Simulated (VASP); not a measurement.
Consider the following.

```yaml
crystal:
  lattice:
    - [0.00000, 2.80815, 2.80815]
    - [2.80815, 0.00000, 2.80815]
    - [2.80815, 2.80815, 0.00000]
  atoms:
    - { symbol: Be, position: [0.00000, 0.00000, 0.00000] }
    - { symbol: Te, position: [0.25000, 0.25000, 0.25000] }
```

Method: TPSS meta-GGA, VASP's PBE PAW potentials (set 64) (plane waves; VASP). Settings: 520 eV cut-off, 8×8×8 Γ-centred mesh, Gaussian smearing of 0.050 eV, potentials Be Te.

Unless said otherwise, spin-orbit coupling is left out, though it shifts the bands of the heavy elements here.

Q: Predict the energy per atom (σ→0), pressure, band gap (on the k-mesh) with the smallest direct gap where there is one.

A: 
The band gap (on the k-mesh) is 2.03 eV and the smallest direct gap (on the k-mesh) is 3.84 eV. The energy per atom (σ→0) comes out as -8.298 eV/atom and the pressure is 1.83 GPa.

Only differences to runs with the same potentials and settings are physical.

The compound is BeTe in the zinc blende structure. This cell is one point of a volume scan, at 0.97 of the reference volume.
